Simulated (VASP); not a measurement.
These are PBEsol GGA, VASP's PBE PAW potentials (set 64) (plane waves; VASP 6.6.1) values and carry that method's errors.

VASP ran on this input.

File KPOINTS:
```
Automatic mesh
0
Gamma
10 10 10
0 0 0
```

File POSCAR:
```
ZnS
1.0
  0.0000000000   2.6800891802   2.6800891802
  2.6800891802   0.0000000000   2.6800891802
  2.6800891802   2.6800891802   0.0000000000
Zn S
1 1
Cart
  0.0000000000   0.0000000000   0.0000000000
  4.0201337703   4.0201337703   4.0201337703
```

### INCAR
```
SYSTEM = ZnS
PREC = Normal
ENCUT = 400
EDIFF = 1E-5
NELM = 100
ALGO = Fast
LREAL = .FALSE.
LASPH = .TRUE.
ISMEAR = 0
SIGMA = 0.05
GGA = PS
LMAXMIX = 4
LWAVE = .FALSE.
LCHARG = .FALSE.
NELMIN = 4
IBRION = 2
ISIF = 2
NSW = 20
EDIFFG = -0.03
```

POTCAR, in this order: Zn S (PBE.64 set). Program: vasp_std.

What VASP printed:

OSZICAR:
```
       N       E                     dE             d eps       ncg     rms          rms(c)
DAV:   1     0.800026348242E+02    0.80003E+02   -0.80544E+03  1222   0.139E+03
DAV:   2    -0.261979801729E+01   -0.82622E+02   -0.78650E+02  1317   0.253E+02
DAV:   3    -0.793019971154E+01   -0.53104E+01   -0.52854E+01  1547   0.686E+01
DAV:   4    -0.799392585058E+01   -0.63726E-01   -0.63707E-01  1352   0.796E+00
DAV:   5    -0.799489067667E+01   -0.96483E-03   -0.96481E-03  1487   0.978E-01    0.722E+00
RMM:   6    -0.761518597240E+01    0.37970E+00   -0.10920E+00  1222   0.120E+01    0.568E+00
RMM:   7    -0.758822525974E+01    0.26961E-01   -0.24246E-01  1222   0.556E+00    0.251E+00
RMM:   8    -0.758847158325E+01   -0.24632E-03   -0.56719E-02  1222   0.209E+00    0.104E+00
RMM:   9    -0.758728111105E+01    0.11905E-02   -0.14633E-02  1222   0.164E+00    0.256E-01
RMM:  10    -0.758732830902E+01   -0.47198E-04   -0.44130E-03  1222   0.785E-01    0.103E-01
RMM:  11    -0.758746189920E+01   -0.13359E-03   -0.14425E-03  1322   0.371E-01    0.123E-01
RMM:  12    -0.758747764633E+01   -0.15747E-04   -0.24779E-04  1181   0.142E-01    0.304E-02
RMM:  13    -0.758748117568E+01   -0.35293E-05   -0.32260E-05   955   0.593E-02
   1 F= -.75874812E+01 E0= -.75874812E+01  d E =-.758748E+01
```

**OUTCAR**
```
------------------------ aborting loop because EDIFF is reached ----------------------------------------
  FORCE on cell =-STRESS in cart. coord.  units (eV):
  Direction    XX          YY          ZZ          XY          YZ          ZX
  --------------------------------------------------------------------------------------
  Total        0.0180921      0.0180921      0.0180921     -0.0000000      0.0000000      0.0000000
  in kB        0.7528712      0.7528712      0.7528712     -0.0000000      0.0000000      0.0000000
  external PRESSURE =       0.7528712 kB  Pullay stress =       0.0000000 kB
  volume of cell :       38.50
      direct lattice vectors                 reciprocal lattice vectors
     0.000000000  2.680089180  2.680089180    -0.186560956  0.186560956  0.186560956
     2.680089180  0.000000000  2.680089180     0.186560956 -0.186560956  0.186560956
     2.680089180  2.680089180  0.000000000     0.186560956  0.186560956 -0.186560956
  FREE ENERGIE OF THE ION-ELECTRON SYSTEM (eV)
  ---------------------------------------------------
  free  energy   TOTEN  =        -7.5874811757 eV

  energy  without entropy=       -7.5874811757  energy(sigma->0) =       -7.58748118

 reached required accuracy - stopping structural energy minimisation
```
(Selected blocks of OUTCAR.)

File OUTCAR:
```
 val. band max:        2.2445845938   @ k =   0.0000   0.0000   0.0000

 cond. band min:       4.3271661472   @ k =   0.0000   0.0000   0.0000


 Fermi energy:         2.4464520679

 k-point     1 :       0.0000    0.0000    0.0000
  band No.  band energies     occupation
      1     -11.0856      2.00000
      2      -4.2285      2.00000
      3      -4.2285      2.00000
      4      -4.2285      2.00000
      5      -3.6998      2.00000
      6      -3.6998      2.00000
      7       2.2446      2.00000
      8       2.2446      2.00000
      9       2.2446      2.00000
     10       4.3272      0.00000
     11       8.5336      0.00000
     12       8.5336      0.00000
     13       8.5337      0.00000

 k-point     2 :       0.1000    0.0000    0.0000
  band No.  band energies     occupation
      1     -11.0056      2.00000
      2      -4.2309      2.00000
      3      -4.2137      2.00000
      4      -4.2137      2.00000
      5      -3.7011      2.00000
      6      -3.7011      2.00000
      7       1.4204      2.00000
      8       2.1412      2.00000
      9       2.1412      2.00000
     10       4.9551      0.00000
     11       8.4463      0.00000
     12       8.7121      0.00000
     13       8.7121      0.00000

 k-point     3 :       0.2000    0.0000    0.0000
  band No.  band energies     occupation
      1     -10.7841      2.00000
      2      -4.2199      2.00000
      3      -4.1777      2.00000
      4      -4.1777      2.00000
      5      -3.7013      2.00000
      6      -3.7013      2.00000
      7       0.0174      2.00000
      8       1.8913      2.00000
      9       1.8913      2.00000
     10       5.5937      0.00000
     11       8.7055      0.00000
     12       9.0634      0.00000
     13       9.0635      0.00000

 k-point     4 :       0.3000    0.0000    0.0000
  band No.  band energies     occupation
      1     -10.4816      2.00000
      2      -4.1401      2.00000
      3      -4.1393      2.00000
...
```

The compound is ZnS in the zinc blende structure. It was relaxed first.
